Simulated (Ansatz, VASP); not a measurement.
**Two plane-wave programs on Be2Co**

```
Co Be
1.0
     0.00000    1.90661    5.29675
     1.32951    0.00000    5.29675
     1.32951    1.90661    0.00000
Co Be
1 2
Direct
  0.00000 0.00000 0.00000
  0.66394 0.66394 0.33606
  0.33606 0.33606 0.66394
```

Change from the starting cell: volume scaled by 0.98.

Alike in both runs: task single point; functional PBE; k mesh 12 × 12 × 12; occupations fermi-dirac, width 0.05 eV; collinear spin, ferromagnetic start.

|  | VASP | Ansatz |
| --- | --- | --- |
| version | VASP 6.6.1 | Ansatz 0.2.0 |
| potentials or method | VASP PAW PBE potentials, release 64 (Co, Be) | Ansatz PAW |
| plane-wave cutoff (eV) | 520 | 420 |
| valence electrons in the cell | 13 | 21 |

```csv
,VASP,Ansatz,Ansatz less VASP
gap on the k mesh at the Fermi level (eV),none,none,-
pressure (GPa),2.5,3.0,+0.44
largest component of the traceless stress (GPa),2.06,2.11,+0.050
rms of the force components (eV/Å),0.047,0.056,+0.0092
net moment per atom (μB),0.32,0.33,+0.016
size of the moment on the site where the two differ most (μB),0.97,1.02,+0.053
```

Site moments also hang on the region over which each program counts them. Atom by atom the forces differ by 0.009 eV/Å (rms over components). A gap of «none» marks a metal or a gap that the smearing closes. The two sets of potentials don't hold the same shells in valence.
